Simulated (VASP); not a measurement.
Here is the system:

```cif
data_InSb
_chemical_formula_sum 'In1 Sb1'
_space_group_name_H-M_alt 'P 1'
_space_group_IT_number 1
_cell_length_a 4.67038
_cell_length_b 4.67038
_cell_length_c 4.67038
_cell_angle_alpha 60.000
_cell_angle_beta 60.000
_cell_angle_gamma 60.000
loop_
_space_group_symop_operation_xyz
  'x, y, z'
loop_
_atom_site_label
_atom_site_type_symbol
_atom_site_fract_x
_atom_site_fract_y
_atom_site_fract_z
_atom_site_occupancy
In1 In 0.00000 0.00000 0.00000 1
Sb1 Sb 0.25000 0.25000 0.25000 1
```

All values below come from TPSS meta-GGA, VASP's PBE PAW potentials (set 64) (plane waves; VASP 6.6.1). Run with 520 eV cut-off, 10×10×10 Γ-centred mesh, first-order Methfessel-Paxton smearing of 0.10 eV, potentials In_d Sb.

Q: Give the energy at these volumes per atom, relative to the lowest: 33.70, 34.78, 35.85, 36.93, 38.01 Å³.

A: 20.1, 5.4, 0.0, 2.6, 11.7 meV/atom. A third-order Birch-Murnaghan fit gives B0 = 38.2 GPa and B0′ = 4.9.

Measured: bulk modulus 46.1 GPa at 0 K (computed value off by -17.2 %), as given by Daniel Mejia-Rodriguez et al., Physical Review B (2018), arXiv:1807.09216 [0 K value with the zero-point phonon effect removed]; a 6.468 Å at 0 K (computed value off by +2.1 %), as given by Daniel Mejia-Rodriguez et al., Physical Review B (2018), arXiv:1807.09216 [static lattice: zero-point anharmonic expansion removed].

The compound is InSb in the zinc blende structure. It was relaxed first, which changed the volume by +6 %.
